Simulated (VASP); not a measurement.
VASP ran on this input.

**KPOINTS**
```
Automatic mesh
0
Gamma
7 7 10
0 0 0
```

### POSCAR
```
Ti
1
    4.5663651407     0.0000000000    -0.0000000000
   -2.2831825703     3.9545882265    -0.0000000000
    0.0000000000     0.0000000000     2.8237150417
Ti
3
Direct
  0.0000000000   0.0000000000   1.0000000000
  0.3333330000   0.6666670000   0.5000000000
  0.6666670000   0.3333330000   0.5000000000
```

INCAR:
```
# general
SYSTEM  = Ti
PREC    = Accurate
ENCUT   = 400   # plane-wave cut-off (eV)
LREAL   = .FALSE.
LASPH   = .TRUE.   # aspherical one-centre terms

# electronic loop
EDIFF   = 1E-6   # SCF stop (eV)
NELM    = 100   # most electronic steps
ALGO    = Normal   # blocked Davidson
LMAXMIX = 4   # l cut-off of mixed one-centre charges
LMIXTAU = .TRUE.

# smearing
ISMEAR  = 1   # Methfessel-Paxton
SIGMA   = 0.1   # width (eV)

# functional
METAGGA = R2SCAN

# ions
IBRION  = 2
NSW     = 60   # most ionic steps
ISIF    = 3   # ions, shape and volume
EDIFFG  = -0.02

# output
LWAVE   = .FALSE.
LCHARG  = .FALSE.
```

POTCAR, in this order: Ti_sv (PBE.64 set). Program: vasp_std.

Task: Translate this r2SCAN calculation to Ansatz.

Result: One equivalent input (not run):
Ansatz 0.2 input:
```yaml
crystal:
  lattice:
    - [4.5663651, 0.0000000, 0.0000000]
    - [-2.2831826, 3.9545882, 0.0000000]
    - [0.0000000, 0.0000000, 2.8237150]
  atoms:
    - { symbol: Ti, position: [0.0000000, 0.0000000, 1.0000000] }
    - { symbol: Ti, position: [0.3333330, 0.6666670, 0.5000000] }
    - { symbol: Ti, position: [0.6666670, 0.3333330, 0.5000000] }
kpoints:
  mp_grid: { grid: [7, 7, 10] }
hamiltonian:
  xc: r2scan
  pseudopotentials: { kind: paw }
scf:
  occupations: { method: methfessel_paxton, width: 0.1 }
  max_iter: 100
relax:
  max_steps: 60
  f_tol: 0.02
  cell: {}
output: { forces: true, stress: true, eigenvalues: true }
```
The two are equivalent in intent, not identical: each code has its own PAW files, so the cut-off isn't converted (ENCUT is set for VASP's; basis.ecutwfc is left out, and Ansatz then takes the one that its files recommend); Ansatz stops its SCF on the density residual and VASP on the energy change (EDIFF).

The structure was generated: Ti was put into the omega type (P6/mmm), which need not be its known phase. It was relaxed first. The start is the result of an earlier pass.
